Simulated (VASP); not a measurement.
Computed with PBEsol GGA, VASP's PBE PAW potentials (set 64) (plane waves; VASP).

VASP input:

**INCAR**
```
! general
SYSTEM   =  Zn4S2Se2
PREC     =  Accurate
ENCUT    =  400   ! plane-wave cut-off (eV)
LREAL    =  .FALSE.
LASPH    =  .TRUE.
ICHARG   =  11

! electronic loop
EDIFF    =  1E-7   ! SCF stop (eV)
NELM     =  100   ! most electronic steps
ALGO     =  Normal   ! blocked Davidson
LMAXMIX  =  4   ! l cut-off of mixed one-centre charges

! smearing
ISMEAR   =  0   ! Gaussian
SIGMA    =  0.05   ! width (eV)

! functional
GGA      =  PS

! output
LWAVE    =  .FALSE.
LCHARG   =  .FALSE.
LORBIT   =  11   ! lm-projected
```

File POSCAR:
```
Zn4S2Se2
1
   -0.0000000000     2.7481681495     2.7481681495
    2.7481681495    -0.0000000000     2.7481681495
   10.9881770764    10.9881770764     0.0044955217
Zn Se S
4 2 2
Direct
  0.0143990696   0.0143990696   0.9892006978
  0.0003284472   0.0003284472   0.2497536645
  0.9856476418   0.9856476418   0.5107642686
  0.9998367374   0.9998367374   0.7501224469
  0.2555412726   0.2555412726   0.0583440455
  0.2421047221   0.2421047221   0.3184214585
  0.2443110755   0.2443110755   0.5667666933
  0.2578310337   0.2578310337   0.8066267247
```

File KPOINTS:
```
k-points along high-symmetry lines
12
Line-mode
Reciprocal
  0.000000   0.000000   0.000000 ! GAMMA
  0.000000   0.000000  -0.500000 ! T

  0.000000   0.000000  -0.500000 ! T
 -0.328125   0.328125  -0.500000 ! H_2

 -0.343750   0.328125  -0.187500 ! H_0
  0.000000   0.500000   0.500000 ! L

  0.000000   0.500000   0.500000 ! L
  0.000000   0.000000   0.000000 ! GAMMA

  0.000000   0.000000   0.000000 ! GAMMA
 -0.335938   0.335938   0.000000 ! S_0

 -0.335938   0.328125  -0.343750 ! S_2
 -0.500000   0.000000  -1.000000 ! F

 -0.500000   0.000000  -1.000000 ! F
  0.000000   0.000000   0.000000 ! GAMMA
```

POTCAR, in this order: Zn Se S (PBE.64 set). Program: vasp_std. Read from the step before: CHGCAR.

What VASP printed:

### OUTCAR
```
 ion  position               nearest neighbor table
   1  0.014  0.014  0.989-   8 2.32   5 2.41   5 2.41   5 2.41
   2  0.000  0.000  0.250-   6 2.41   6 2.41   6 2.41   5 2.43
   3  0.986  0.986  0.511-   7 2.35   7 2.35   7 2.35   6 2.44
   4  1.000  1.000  0.750-   7 2.33   8 2.36   8 2.36   8 2.36
   5  0.256  0.256  0.058-   1 2.41   1 2.41   1 2.41   2 2.43
   6  0.242  0.242  0.318-   2 2.41   2 2.41   2 2.41   3 2.44
   7  0.244  0.244  0.567-   4 2.33   3 2.35   3 2.35   3 2.35
   8  0.258  0.258  0.807-   1 2.32   4 2.36   4 2.36   4 2.36
  LATTYP: Found a trigonal (rhomboedric) cell.
 ALAT       =    12.8823836829
 COS(alpha) =     0.9544913299
 Subroutine PRICEL returns:
 Original cell was already a primitive cell.
 Subroutine GETGRP returns: Found  6 space group operations
The static configuration has the point symmetry C_3v.
The dynamic configuration has the point symmetry C_3v.
 Subroutine INISYM returns: Found  6 space group operations
   k-points           NKPTS =     84   k-points in BZ     NKDIM =     84   number of bands    NBANDS=     43
   number of dos      NEDOS =    301   number of ions     NIONS =      8
   total plane-waves  NPLWV =  84672
   dimension x,y,z NGX =    28 NGY =   28 NGZ =  108
   dimension x,y,z NGXF=    56 NGYF=   56 NGZF=  216
   ions per type =               4   2   2
   PREC   = accura    normal or accurate (medium, high low for compatibility)
   ISTART =      0    job   : 0-new  1-cont  2-samecut
   ICHARG =     11    charge: 1-file 2-atom 10-const
   ISPIN  =      1    spin polarized calculation?
   LNONCOLLINEAR =      F non collinear calculations
   LSORBIT =      F    spin-orbit coupling
   INIWAV =      1    electr: 0-lowe 1-rand  2-diag
   ENCUT  =  400.0 eV  29.40 Ry    5.42 a.u.   6.34  6.34 25.34*2*pi/ulx,y,z
   NELM   =    100;   NELMIN=  2; NELMDL= -5     # of ELM steps
   EDIFF  = 0.1E-06   stopping-criterion for ELM
   LREAL  =      F    real-space projection
   NLSPLINE    = F    spline interpolate recip. space projectors
   LMAXMIX     =    4 max onsite mixed and CHGCAR
   VOSKOWN=      0    Vosko Wilk Nusair interpolation
   EDIFFG = 0.1E-05   stopping-criterion for IOM
   NSW    =      0    number of steps for IOM
   NBLOCK =      1;   KBLOCK =      1    inner block; outer block
   IBRION =     -1    ionic relax: 0-MD 1-quasi-New 2-CG
   NFREE  =      0    steps in history (QN), initial steepest desc. (CG)
   ISIF   =      2    stress and relaxation
   ISYM   =      2    0-nonsym 1-usesym 2-fastsym
   TEIN   =    0.0    initial temperature
   TEBEG  =    0.0;   TEEND  =   0.0 temperature during run
   SMASS  =  -3.00    Nose mass-parameter (am)
   PSTRESS=    0.0 pullay stress
   NELECT =      72.0000    total number of electrons
   EFERMI =   0.00;   METHOD = LEGACY
   ISMEAR =     0;   SIGMA  =   0.05  broadening in eV -4-tet -1-fermi 0-gaus
   IALGO  =     38    algorithm
   LDIAG  =      T    sub-space diagonalisation (order eigenvalues)
   IMIX   =      4    mixing-type and parameters
     AMIX     =   0.40;   BMIX     =  1.00
     AMIX_MAG =   1.60;   BMIX_MAG =  1.00
     AMIN     =   0.10
   GGA     = PS    functional components
   VOSKOWN =     0    Vosko Wilk Nusair interpolation
   LHFCALC =     F    Hartree Fock is set to
   LHFONE  =     F    Hartree Fock one center treatment
   AEXX    =    0.0000 exact exchange contribution
   IVDW    =     0    specifies the selected vdW correction
   LEPSILON=     F    determine dielectric tensor
   LRPA    =     F    only Hartree local field effects (RPA)
  energy-cutoff  :      400.00
  volume of cell :      165.94
      direct lattice vectors                 reciprocal lattice vectors
     0.000000000  2.748168150  2.748168150    -0.181976602  0.181902151  0.181976602
     2.748168150  0.000000000  2.748168150     0.181902151 -0.181976602  0.181976602
    10.988177076 10.988177076  0.004495522     0.045512763  0.045512763 -0.045512763
 k-point     1 :   0.0000 0.0000 0.0000  plane waves:    3017
 k-point     2 :   0.0000 0.0000-0.0455  plane waves:    3014
 k-point     3 :   0.0000 0.0000-0.0909  plane waves:    3017
...
```

### OSZICAR
```
       N       E                     dE             d eps       ncg     rms          rms(c)
DAV:   1     0.512508786041E+03    0.51251E+03   -0.28994E+04  7224   0.169E+03
DAV:   2     0.410593337648E+02   -0.47145E+03   -0.45958E+03  7272   0.395E+02
DAV:   3    -0.213432480415E+02   -0.62403E+02   -0.60957E+02  8180   0.136E+02
DAV:   4    -0.238321142889E+02   -0.24889E+01   -0.24788E+01  8461   0.267E+01
DAV:   5    -0.238680306151E+02   -0.35916E-01   -0.35886E-01  8516   0.298E+00
DAV:   6    -0.238687378551E+02   -0.70724E-03   -0.70704E-03  8430   0.436E-01
DAV:   7    -0.238687633954E+02   -0.25540E-04   -0.25537E-04  8602   0.752E-02
DAV:   8    -0.238687641543E+02   -0.75885E-06   -0.75872E-06  8425   0.136E-02
DAV:   9    -0.238687641844E+02   -0.30163E-07   -0.30154E-07  6402   0.260E-03
   1 F= -.23868764E+02 E0= -.23868764E+02  d E =-.124157E-10
```

OUTCAR:
```
 val. band max:        2.1632905886   @ k =   0.0000   0.0000   0.0000

 cond. band min:       3.5463770072   @ k =   0.0000   0.0000   0.0000



 k-point     1 :       0.0000    0.0000    0.0000
  band No.  band energies     occupation
      1     -11.4331      2.00000
      2     -11.0169      2.00000
      3     -11.0144      2.00000
      4     -10.5159      2.00000
      5      -4.6847      2.00000
      6      -4.6847      2.00000
      7      -4.6662      2.00000
      8      -4.6239      2.00000
      9      -4.6239      2.00000
     10      -4.5754      2.00000
     11      -4.5206      2.00000
     12      -4.4811      2.00000
     13      -4.4811      2.00000
     14      -4.4370      2.00000
     15      -4.4369      2.00000
     16      -4.2188      2.00000
     17      -4.2188      2.00000
     18      -4.2010      2.00000
     19      -4.2010      2.00000
     20      -4.1056      2.00000
     21      -4.1056      2.00000
     22      -4.0909      2.00000
     23      -4.0908      2.00000
     24      -3.9711      2.00000
     25      -3.5387      2.00000
     26      -1.1143      2.00000
     27      -1.1125      2.00000
     28       0.7821      2.00000
     29       0.7821      2.00000
     30       1.2267      2.00000
     31       1.2267      2.00000
     32       1.6953      2.00000
     33       1.6953      2.00000
     34       1.9048      2.00000
     35       2.1633      2.00000
     36       2.1633      2.00000
     37       3.5464      0.00000
     38       4.5965      0.00000
     39       5.0361      0.00000
     40       5.1953      0.00000
     41       7.9049      0.00000
     42       7.9091      0.00000
     43       7.9218      0.00000

 k-point     2 :       0.0000    0.0000   -0.0455
  band No.  band energies     occupation
      1     -11.4321      2.00000
      2     -11.0474      2.00000
      3     -10.9835      2.00000
      4     -10.5172      2.00000
      5      -4.6846      2.00000
      6      -4.6846      2.00000
...
```

The density is held fixed in this step, so its total energy and stress have no physical meaning.

The structure was generated: Zn4S2Se2 was put into an ordered model structure (R3m), which need not be its known phase. It was relaxed first.
